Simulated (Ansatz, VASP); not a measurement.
**ZrC: VASP beside Ansatz**

Wanted: the spread between two codes on one cell, functional and k mesh.

Calculated with Ansatz 0.2.0; plane waves, with VASP 6.6.1 beside it; relaxation of cell and atoms at PBE with D3(BJ).

## 1. The starting structure

The structure is cubic, space group Fm-3m (No. 225). Conventional cell: a = 4.700 Å, b = 4.700 Å, c = 4.700 Å, α = 90.00°, β = 90.00°, γ = 90.00°. Nearest to Zr lie 6 C at 2.35 Å. Nearest to C lie 6 Zr at 2.35 Å. Farther neighbours are not listed.

Coordinates:

```cif
data_structure
_symmetry_space_group_name_H-M 'P 1'
_symmetry_Int_Tables_number 1
_cell_length_a 3.3237
_cell_length_b 3.3237
_cell_length_c 3.3237
_cell_angle_alpha 60.000
_cell_angle_beta 60.000
_cell_angle_gamma 60.000
_cell_volume 25.96
loop_
_atom_site_label
_atom_site_type_symbol
_atom_site_fract_x
_atom_site_fract_y
_atom_site_fract_z
_atom_site_occupancy
Zr1 Zr 0.50000 0.50000 0.50000 1
C2 C 0.00000 0.00000 0.00000 1
```

## 2. VASP: relaxation of cell and atoms, PBE with D3(BJ)

The relaxed volume is the usual yardstick between codes: its relative difference is about their pressure difference at one cell divided by the bulk modulus.

Lines of VASP's logs that name or quote its potential files are left out, and so is its time.

INCAR reads:

```
SYSTEM = ZrC
PREC = Accurate
ENCUT = 560
EDIFF = 1E-06
NELM = 100
ISMEAR = -1
SIGMA = 0.05
LREAL = .FALSE.
ALGO = Normal
GGA = PE
IVDW = 12
NBANDS = 14
LASPH = .TRUE.
LORBIT = 11
LWAVE = .FALSE.
LCHARG = .FALSE.
KPAR = 2
IBRION = 2
NSW = 60
ISIF = 3
EDIFFG = -0.01
```

POSCAR reads:

```
ZrC
1.0
    0.0000000000      2.3502110000      2.3502110000
    2.3502110000      0.0000000000      2.3502110000
    2.3502110000      2.3502110000      0.0000000000
Zr C
1 1
Direct
    0.5000000000      0.5000000000      0.5000000000
    0.0000000000      0.0000000000      0.0000000000
```

KPOINTS reads:

```
Automatic mesh
0
Gamma
7 7 7
0 0 0
```

PAW data sets: Zr_sv and C (PBE family, release 64).

Run with:

```
mpirun -np 2 vasp_std
```

Numbers of over 12 decimals in the logs are rounded to 6 here.

Output:

```text
[banner, memory and clock lines left out]
running    2 mpi-ranks, on    1 nodes
 distrk:  each k-point on    1 cores,    2 groups
 distr:  one band on    1 cores,    1 groups

 POSCAR found type information on POSCAR ZrC
 POSCAR found :  2 types and       2 ions
 LDA part: xc-table for (Slater+PW92), standard interpolation
 POSCAR, INCAR and KPOINTS ok, starting setup
 FFT: planning ... GRIDC
 FFT: planning ... GRID_SOFT
 FFT: planning ... GRID
 WAVECAR not read
 entering main loop
       N       E                     dE             d eps       ncg     rms          rms(c)
DAV:   1     0.108402123297E+03    0.10840E+03   -0.90691E+03   560   0.122E+03
DAV:   2    -0.162057649351E+02   -0.12461E+03   -0.11682E+03   698   0.313E+02
DAV:   3    -0.227646806909E+02   -0.65589E+01   -0.65134E+01   954   0.621E+01
DAV:   4    -0.229256830936E+02   -0.16100E+00   -0.16091E+00   662   0.613E+00
DAV:   5    -0.229268795905E+02   -0.11965E-02   -0.11965E-02   756   0.596E-01    0.204E+01
DAV:   6    -0.195753583938E+02    0.33515E+01   -0.79790E+00   656   0.244E+01    0.722E+00
DAV:   7    -0.194713768006E+02    0.10398E+00   -0.65038E-01   614   0.621E+00    0.615E+00
DAV:   8    -0.194853577406E+02   -0.13981E-01   -0.31578E-01   664   0.455E+00    0.447E+00
DAV:   9    -0.194572822470E+02    0.28075E-01   -0.74130E-02   620   0.206E+00    0.297E-01
DAV:  10    -0.194580774685E+02   -0.79522E-03   -0.34731E-03   736   0.573E-01    0.528E-01
DAV:  11    -0.194577089518E+02    0.36852E-03   -0.11819E-03   644   0.292E-01    0.508E-02
DAV:  12    -0.194577054919E+02    0.34600E-05   -0.22097E-05   710   0.349E-02    0.992E-03
DAV:  13    -0.194577046974E+02    0.79448E-06   -0.90839E-07   476   0.768E-03
   1 F= -.20257094E+02 E0= -.20255260E+02  d E =-.202571E+02
 curvature:   0.00 expect dE= 0.000E+00 dE for cont linesearch  0.000E+00
 trial: gam= 0.00000 g(F)=  0.311E-58 g(S)=  0.269E-01 ort = 0.000E+00 (trialstep = 0.100E+01)
 search vector abs. value=  0.269E-01
 bond charge predicted
       N       E                     dE             d eps       ncg     rms          rms(c)
DAV:   1    -0.196021881099E+02   -0.14448E+00   -0.63130E+00   614   0.258E+01    0.585E+00
DAV:   2    -0.194330533708E+02    0.16913E+00   -0.34585E-01   632   0.679E+00    0.165E+00
DAV:   3    -0.194024919805E+02    0.30561E-01   -0.17296E-01   834   0.306E+00    0.569E-01
DAV:   4    -0.194066078139E+02   -0.41158E-02   -0.52118E-03   902   0.505E-01    0.456E-01
DAV:   5    -0.194104124245E+02   -0.38046E-02   -0.45178E-03   898   0.368E-01    0.530E-02
DAV:   6    -0.194105276032E+02   -0.11518E-03   -0.35162E-04   888   0.150E-01    0.376E-02
DAV:   7    -0.194105399375E+02   -0.12334E-04   -0.25240E-05   644   0.625E-02    0.112E-02
DAV:   8    -0.194105392027E+02    0.73482E-06   -0.82475E-07   382   0.109E-02
   2 F= -.20247919E+02 E0= -.20246452E+02  d E =0.917475E-02
 trial-energy change:    0.009175  1 .order    0.009677   -0.026927    0.046281
 step:   0.3775(harm=  0.3678)  dis= 0.00000  next Energy=   -20.262204 (dE=-0.511E-02)
 bond charge predicted
       N       E                     dE             d eps       ncg     rms          rms(c)
DAV:   1    -0.195201469271E+02   -0.10961E+00   -0.24119E+00   614   0.162E+01    0.357E+00
DAV:   2    -0.194587458207E+02    0.61401E-01   -0.15821E-01   674   0.453E+00    0.103E+00
DAV:   3    -0.194459845946E+02    0.12761E-01   -0.57117E-02   836   0.176E+00    0.262E-01
DAV:   4    -0.194473631655E+02   -0.13786E-02   -0.29881E-03   920   0.395E-01    0.287E-01
DAV:   5    -0.194485856152E+02   -0.12224E-02   -0.73963E-04   910   0.165E-01    0.635E-02
DAV:   6    -0.194488253291E+02   -0.23971E-03   -0.54386E-04   880   0.142E-01    0.253E-02
DAV:   7    -0.194488285187E+02   -0.31896E-05   -0.11803E-05   596   0.352E-02    0.377E-03
DAV:   8    -0.194488279065E+02    0.61218E-06   -0.92744E-07   558   0.766E-03
   3 F= -.20262280E+02 E0= -.20260586E+02  d E =-.518567E-02
 curvature:  -0.18 expect dE=-0.132E-06 dE for cont linesearch -0.132E-06
 trial: gam=-0.00513 g(F)=  0.780E-59 g(S)=  0.717E-06 ort = 0.139E-03 (trialstep = 0.875E+00)
 search vector abs. value=  0.119E-09
 reached required accuracy - stopping structural energy minimisation
```

Parts of OUTCAR (step 2):

```text
ion  position               nearest neighbor table
   1  0.500  0.500  0.500-   2 2.35   2 2.35   2 2.35   2 2.35   2 2.35   2 2.35
   2  0.000  0.000  0.000-   1 2.35   1 2.35   1 2.35   1 2.35   1 2.35   1 2.35

  LATTYP: Found a face centered cubic cell.
 ALAT       =     4.7004220000

 Subroutine GETGRP returns: Found 48 space group operations
 (whereof 48 operations were pure point group operations)

The static configuration has the point symmetry O_h .

 Found     20 irreducible k-points:

   k-points           NKPTS =     20   k-points in BZ     NKDIM =     20   number of bands    NBANDS=     14

   dimension x,y,z NGX =    28 NGY =   28 NGZ =   28
   dimension x,y,z NGXF=    56 NGYF=   56 NGZF=   56

   ENCUT  =  560.0 eV  41.16 Ry    6.42 a.u.   6.41  6.41  6.41*2*pi/ulx,y,z

   NELECT =      16.0000    total number of electrons

 k-points in reciprocal lattice and weights: Automatic mesh
   0.00000000  0.00000000  0.00000000       0.003
   0.14285714  0.00000000  0.00000000       0.023
   0.28571429  0.00000000  0.00000000       0.023
   0.42857143  0.00000000  0.00000000       0.023
   0.14285714  0.14285714  0.00000000       0.017
   0.28571429  0.14285714  0.00000000       0.070
   0.42857143  0.14285714  0.00000000       0.070
  -0.42857143  0.14285714  0.00000000       0.070
  -0.28571429  0.14285714  0.00000000       0.070
[...]
-0.42857143  0.42857143  0.14285714       0.070
  -0.28571429  0.42857143  0.14285714       0.070

 Edisp (eV)   -0.83738

 average (electrostatic) potential at core
       1 -72.9855       2 -43.8310

 E-fermi :   9.7710

 k-point     1 :       0.0000    0.0000    0.0000
  band No.  band energies     occupation
      1     -38.2351      2.00000
      2     -15.9343      2.00000
      3     -15.9343      2.00000
      4     -15.9343      2.00000
      5      -1.5555      2.00000
      6      10.7499      0.00000
      7      10.7499      0.00000
      8      10.7499      0.00000
      9      10.9061      0.00000
     10      10.9061      0.00000
    ...

 k-point     2 :       0.1429    0.0000    0.0000
  band No.  band energies     occupation
    ...
      4     -15.9502      2.00000
      5      -1.0938      2.00000
      6       8.7501      2.00000
      7       9.1835      1.99998
      8       9.1835      1.99998
      9      11.5269      0.00000
     10      11.5269      0.00000
     11      11.9922      0.00000
     12      14.5793      0.00000
     13      14.5793      0.00000
    ...

 k-point     3 :       0.2857    0.0000    0.0000
  band No.  band energies     occupation
    ...
      4     -15.9855      2.00000
      5       0.0651      2.00000
      6       6.5023      2.00000
      7       7.7003      2.00000
      8       7.7003      2.00000
      9      12.7689      0.00000
     10      12.7689      0.00000
     11      12.9060      0.00000
     12      17.4099      0.00000
     13      17.4099      0.00000
    ...

 Edisp (eV)   -0.81345

  Total      -0.00315    -0.00315    -0.00315     0.00000    -0.00000     0.00000
  in kB      -0.19754    -0.19754    -0.19754     0.00000    -0.00000     0.00000
  external pressure =       -0.20 kB  Pullay stress =        0.00 kB

  energy-cutoff  :      560.00
  volume of cell :       25.53
      direct lattice vectors                 reciprocal lattice vectors
     0.000000000  2.337156964  2.337156964    -0.213935139  0.213935139  0.213935139
     2.337156964  0.000000000  2.337156964     0.213935139 -0.213935139  0.213935139
     2.337156964  2.337156964 -0.000000000     0.213935139  0.213935139 -0.213935139

 POSITION                                       TOTAL-FORCE (eV/Angst)
 -----------------------------------------------------------------------------------
      2.33716      2.33716      2.33716         0.000000     -0.000000      0.000000
      0.00000      0.00000      0.00000         0.000000      0.000000     -0.000000
 -----------------------------------------------------------------------------------
    total drift:                                0.000000      0.000000      0.000000

  FREE ENERGIE OF THE ION-ELECTRON SYSTEM (eV)
  ---------------------------------------------------
  free  energy   TOTEN  =       -20.2622799055 eV

  energy  without entropy=      -20.2588912984  energy(sigma->0) =      -20.26058560

 reached required accuracy - stopping structural energy minimisation

 total charge
# of ion       s       p       d       tot
------------------------------------------
    1        2.178   6.047   1.650   9.875
    2        0.887   1.485   0.000   2.372
--------------------------------------------------
tot          3.064   7.533   1.650  12.247

[... 3 further parts left out ...]
```

CONTCAR:

```
ZrC
   1.00000000000000
     0.0000000000000000    2.3371569640239382    2.3371569640239382
     2.3371569640239382    0.0000000000000000    2.3371569640239382
     2.3371569640239382    2.3371569640239382   -0.0000000000000000
  Zr              C
     1     1
Direct
     0.5000000000000000    0.5000000000000000    0.5000000000000000
     0.0000000000000000    0.0000000000000000    0.0000000000000000
```

Dispersion corrections of this kind ignore metallic screening and tend to overbind metals.

## 3. Ansatz: relaxation of cell and atoms, PBE with D3(BJ)

Ansatz runs on its default PAW (the set named soft_2) files.

The same cell, functional, mesh and smearing now go to Ansatz, which takes its cutoff from its data sets.

input.yaml reads:

```yaml
crystal:
  lattice:
    - [0.0, 2.350211, 2.350211]
    - [2.350211, 0.0, 2.350211]
    - [2.350211, 2.350211, 0.0]
  atoms:
    - { symbol: Zr, position: [0.5, 0.5, 0.5] }
    - { symbol: C, position: [0.0, 0.0, 0.0] }
hamiltonian:
  xc: pbe
  pseudopotentials: { kind: paw }
  dispersion: d3bj
kpoints:
  mp_grid: { grid: [7, 7, 7] }
scf:
  occupations: { method: fermi_dirac, width: 0.05 }
relax:
  f_tol: 0.01
  max_steps: 60
  cell: { stress_tol: 0.05 }
output:
  forces: true
  stress: true
```

Run with:

```
ansatz run input.yaml --threads 4 --pin off --max-ram 9216MiB --backend cpu --events-out ev --progress --plain --runs-dir out
```

Output:

```text
Engine: ansatz 0.2.0, aarch64-unknown-linux-gnu
Pseudopotentials: kind: paw
Pseudopotential: Zr, paw, valence charge 12, recommended cutoff 420 eV (normal), Zr.paw.azcp
Pseudopotential: C, paw, valence charge 4, recommended cutoff 420 eV (normal), C.paw.azcp
Functional definition: PBE
  parameter kappa = 0.804
  parameter beta = 0.066725
  exchange = pbe_x(kappa = kappa, mu = beta*pi^2/3)
  correlation = pbe_c(beta = beta)
Crystal: 2 atoms, lattice volume = 25.963 Å³
Basis set: ecut = 420 eV, 531 PW (Γ), exchange–correlation on 48×48×48 points (8 copies of the dense FFT grid, shifted against one another)
Bands: 12, of which v1, the nominal top of the filled ones, is band 8 counted from 1 (7 counted from 0)
Symmetry: 48 space group operations
Space group: Fm-3m (ITA 225), of the structure as read, at distance tolerance 3.0e-5 Å
k-points: 20 of 343
Non-local potential: Zr, projectors of the file, l = 0: 3, l = 1: 2, l = 2: 2, l = 3: 2
Non-local potential: C, projectors of the file, l = 0: 2, l = 1: 2, l = 2: 1
PAW form: soft (Blöchl's): semilocal exchange-correlation on the pseudo side does not see the compensation charge
PAW one-centre angular grid: Zr, 590 points (default); XC on 64 Gauss nodes
PAW one-centre angular grid: C, 110 points (default); XC on 64 Gauss nodes
Initial density: superposition of atomic densities (neutral atoms: chi_scale 0, normalization atom), corrected by the library's trained network
Initial wavefunctions: pseudopotential atomic-orbital guess
Functional: x = pbe(κ = 0.804, μ = 0.219515), c = pbe(β = 0.066725)
SCF iter   1: F=—  HF=-4437.291844 eV  |F-HF|=—  |Δ(HF+E_count)|=         —  Δρ=1.60e-3  dr2=7.09e-4  ethr=1.77e-3  ⟨swp⟩=5.0  Hψ=1205  notcnv=0
preconditioner: auto → none  [metal: Δε(μ)=0.121 eV  Ē_g=18.017 eV  σ=0.050 eV  W_gap=0.49  n_scr=8 (ndim 8)  ℏωp=27.3 eV  f_vac=0.000  D(μ)=0.49/eV (n_scr^D=0)  sad-step TF]
SCF iter   2: F=—  HF=-4437.291408 eV  |F-HF|=—  |Δ(HF+E_count)|=   4.36e-4  Δρ=9.52e-4  dr2=2.82e-4  ethr=4.43e-6  ⟨swp⟩=2.5  Hψ=527  notcnv=0
SCF iter   3: F=—  HF=-4437.291383 eV  |F-HF|=—  |Δ(HF+E_count)|=   2.56e-5  Δρ=3.11e-4  dr2=1.97e-5  ethr=1.76e-6  ⟨swp⟩=2.0  Hψ=307  notcnv=0
SCF iter   4: F=—  HF=-4437.291375 eV  |F-HF|=—  |Δ(HF+E_count)|=   7.89e-6  Δρ=9.87e-5  dr2=1.91e-6  ethr=1.23e-7  ⟨swp⟩=2.1  Hψ=376  notcnv=0
iter 5 did not close the SCF: its close was put off for the readings that it lacked (scf_convergence_deferred on its scf_iter line)
SCF iter   5: F=-4437.291374 eV  HF=-4437.291374 eV  |F-HF|=1.00e-9  |Δ(HF+E_count)|=   6.66e-7  Δρ=1.12e-5  dr2=1.56e-8  ethr=1.19e-8  ⟨swp⟩=2.0  Hψ=396  notcnv=0
SCF iter   6: F=-4437.291374 eV  HF=-4437.291374 eV  |F-HF|=2.20e-9  |Δ(HF+E_count)|=   7.51e-9  Δρ=4.64e-6  dr2=3.20e-9  ethr=9.77e-11  ⟨swp⟩=1.8  Hψ=745  notcnv=0
SCF 1 converged in 6 iterations: F = -4437.291374 eV  dr2 = 3.20e-9
  greatest PAW one-centre occupation: 0.996 electrons in one spin orbital (limit 2), on the Zr atom at site 0 (counted from 0), in its partial waves of l = 0
relax step   1: F+E_penalty+E_count = -4437.29137429 eV  Δ(F+E_penalty+E_count) = +0.000e0 eV  max|allowed force component| = 2.018e-29 eV/Å  Δτ_max = 0.0000 Å  P = -3.972 GPa  Ω = 25.963 Å³  (6 SCF iters, dr2 threshold 1.00e-7 eV, accepted)
[...]
relax step   2: F+E_penalty+E_count = -4437.29350857 eV  Δ(F+E_penalty+E_count) = -2.134e-3 eV  max|allowed force component| = 1.607e-29 eV/Å  Δτ_max = 0.0000 Å  P = +3.786 GPa  Ω = 25.113 Å³  energy of the carried Pulay correction = +1.073e-3 eV  (6 SCF iters, dr2 threshold 2.00e-7 eV, accepted)
[...]
relax step   3: F+E_penalty+E_count = -4437.29761465 eV  Δ(F+E_penalty+E_count) = -4.106e-3 eV  max|allowed force component| = 8.546e-30 eV/Å  Δτ_max = 0.0000 Å  P = -0.097 GPa  Ω = 25.521 Å³  energy of the carried Pulay correction = +5.537e-4 eV  (6 SCF iters, dr2 threshold 2.00e-7 eV, accepted)
[...]
relax step   4: F+E_penalty+E_count = -4437.29763094 eV  Δ(F+E_penalty+E_count) = -1.629e-5 eV  max|allowed force component| = 7.396e-30 eV/Å  Δτ_max = 0.0000 Å  P = -0.002 GPa  Ω = 25.511 Å³  energy of the carried Pulay correction = +5.667e-4 eV  (6 SCF iters, dr2 threshold 2.36e-8 eV, accepted)
[...]
relax step   5: F+E_penalty+E_count = -4437.29719880 eV  Δ(F+E_penalty+E_count) = +4.321e-4 eV  max|allowed force component| = 6.672e-30 eV/Å  Δτ_max = 0.0000 Å  P = -0.031 GPa  Ω = 25.511 Å³  stress off target by 3.07e-2 GPa  SCF on the basis re-selected at this cell (its energy is not comparable with the rows above)  (8 SCF iters)
basis re-selected at this cell: Δ(F+E_penalty+E_count) = +4.321e-4 eV, ΔP = -0.028 GPa vs the last step (what re-selecting the basis moved, of the pressure what is left beyond the Pulay correction that the steps carried, after the strain that the cell walked since its last selection, with what the two solves' SCF thresholds leave and, on support functions, any second-order correction that the steps lacked; it is no m [...]
SCF converged after 8 iterations
Free energy (F): -4437.297199 eV
Harris-Foulkes:  -4437.297199 eV  (|F-HF|=9.09e-13)
Internal energy: -4437.293828 eV  (E = F + TS)
E sigma→0 (E₀):  -4437.295513 eV
Entropy (-TS):   -0.003371 eV (-1.686 meV/atom)
Fermi energy:    15.127784 eV
--- Per-component energies (eV) ---
  E_band       = -43.699276
  E_kinetic    = 423.858674
  E_local      = -585.730704  (includes V_loc(G=0)·N_el)
  E_nonlocal   = 104.499681
  E_hartree    = 176.260240
  E_xc         = -211.841975
  E_vxc        = -253.324097  (∫ρ·V_xc dr)
  E_paw        = -3052.092017  (= ΣΔE_a)
  E_vpaw       = -85.523338  (= ΣTr[D̂ρ^β])
  E_aug_tail   = 0.000030  (compensation charges beyond the density's cutoff)
  E_ewald      = -1291.433328
  E_disp       = -0.814427  (pairwise vdW)
  E_smearing   = -0.003371  (= −TS)
  E_closure    = -0.000000  (closes the sum)
  Σ components = -4437.297199   (vs F -4437.297199, Δ=0.00e0)
--- Forces (eV/Å), atoms counted from 1 ---
  atom   1  Zr     0.00000000    -0.00000000     0.00000000
  atom   2  C     -0.00000000     0.00000000    -0.00000000
  max |Σ_I F_I| component: 1.19e-29 eV/Å
--- Stress (GPa, compression-positive) ---
       -0.030744      -0.000000       0.000000
       -0.000000      -0.030744      -0.000000
       -0.000000      -0.000000      -0.030744
  P = ⅓ Tr σ = -0.0307 GPa (-0.307 kbar)
--- Relaxed structure (4 steps of the walk, 4 accepted, 1 SCFs on fresh bases) ---
  F+E_penalty+E_count = -4437.29719880 eV   max|allowed force component| = 6.672e-30 eV/Å   (the final SCF, on the basis selected at the relaxed cell)
  cell:  # Å, volume = 25.5106 Å³
    - [0, 2.336488, 2.336488]
    - [2.336488, 0, 2.336488]
    - [2.336488, 2.336488, 0]
  atoms:
    - { symbol: Zr, position: [0.5, 0.5, 0.5] }
    - { symbol: C, position: [0, 0, 0] }
```

Elapsed: 1.4 s, on 4 threads of Arm Neoverse V2, shared host; peak memory 0.29 GiB.

## 4. Differences

Known differences besides the potentials themselves: both relaxations stop at a tolerance, which leaves soft axes loose, and VASP keeps its plane-wave basis; the cutoff is 420 eV in Ansatz and 560 eV in VASP; Ansatz adds a Pulay correction to the stress that steers its cell, VASP none. Total energies have different zeros and are not compared.

Compared:

```csv
quantity,Ansatz,VASP,difference
volume (Å³),25.51,25.53,-0.09 %
"edge a after relaxation, in the typed setting (Å)",3.304,3.305,-0.03 %
```

The walks stopped with -0.03 GPa left in Ansatz and -0.02 GPa in VASP; each walk ends within a tolerance, so the volume difference is uncertain by about these residues over the bulk modulus, most in soft cells.

## 5. Outcome

```
difference in volume (relaxation of cell and atoms, PBE with D3(BJ)) : -0.086 %
```

What this shows: The difference in volume is -0.086 % (relaxation of cell and atoms, PBE with D3(BJ)), within the 1.2 % picked in this series as the mark of a large difference, as far as the stopping tolerances let one tell. How closely two codes agree says nothing of how well the functional describes the real material.

[Lines on the potential files, build, host, timing and source positions are cut from VASP's logs without a mark.]

[Logs are printed without paths, hosts, clocks, repeated set-up lines and the standing remarks that a program may print on its own settings, such as how far it seeks lower states.]

[Hosts, paths, dates, database ids (printed as entryN), source tags and the programs' standing remarks are cut or masked in the printed files.]
